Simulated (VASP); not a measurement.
Level of theory: LDA (Ceperley-Alder, Perdew-Zunger), VASP's LDA PAW potentials (set 64) (plane waves; VASP).

VASP ran on this input.

File POSCAR:
```
SnTe
1
    0.0000000000     3.1858150000     3.1858150000
    3.1858150000     0.0000000000     3.1858150000
    3.1858150000     3.1858150000     0.0000000000
Sn Te
1 1
Direct
  0.0222810000  -0.0136950000  -0.0006710000
  0.4777190000   0.5136950000   0.5006710000
```

INCAR:
```
ALGO=Normal
EDIFF=1E-6
ENCUT=300
ISIF=2
ISMEAR=0
LASPH=.TRUE.
LCHARG=.FALSE.
LMAXMIX=4
LREAL=.FALSE.
LWAVE=.FALSE.
NELM=100
PREC=Accurate
SIGMA=0.2
SYSTEM=SnTe
```

### KPOINTS
```
Automatic mesh
0
Gamma
6 6 6
0 0 0
```

POTCAR, in this order: Sn_d Te (LDA.64 set). Program: vasp_std.

What will the output report for the number of irreducible k-points (NKPTS), largest plane-wave count, number of space-group operations, FFT grid (NGX, NGY, NGZ)?

```yaml
number of irreducible k-points (NKPTS): 112
largest_plane_wave_count: 778
number_of_space_group_operations: 1
FFT grid (NGX, NGY, NGZ): 28 × 28 × 28
```

The structure comes from a computed database's SnTe entry; how it stands against other phases isn't given here. The cell was not relaxed at this level, atoms are displaced from their ideal sites. The run is one of a series of settings (GGA removed, POTCAR Sn_d Te (LDA.64 set) against the base run), some of them coarse on purpose.
